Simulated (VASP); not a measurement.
Input:

```
CSi
1.0
    0.00000     2.16579     2.16579
    2.16579     0.00000     2.16579
    2.16579     2.16579     0.00000
Si C
1 1
Cartesian
  0.00000   0.00000   0.00000
  1.08289   1.08289   1.08289
```

Computed with LDA (Ceperley-Alder, Perdew-Zunger), VASP's LDA PAW potentials (set 64) (plane waves; VASP). Settings: 520 eV cut-off, Gaussian smearing of 0.050 eV, potentials Si C.

### Question
Give the energies of bands 2 to 6 at the high-symmetry points, in eV from the valence-band maximum.

### Answer

| band | Γ | X | U | L | W |
|---|---|---|---|---|---|
| 2 | 0.00 | -7.87 | -7.32 | -8.66 | -7.05 |
| 3 | 0.00 | -3.23 | -5.66 | -1.06 | -5.10 |
| 4 | 0.00 | -3.23 | -2.63 | -1.06 | -4.78 |
| 5 | 6.51 | 1.29 | 3.05 | 5.56 | 5.16 |
| 6 | 7.32 | 4.25 | 7.75 | 7.20 | 9.51 |

The gap is indirect, 1.29 eV, from the valence maximum at Γ to the conduction minimum at X.

Measured: gap 2.53 eV (computed value off by -1.24 eV), as given by Wei Chen et al., Physical Review Materials (2018), doi:10.1103/physrevmaterials.2.073803 [zero-point renormalisation of 0.11 eV added back (the table's ZPR column)].

The compound is SiC in the zinc blende structure. It was relaxed first.
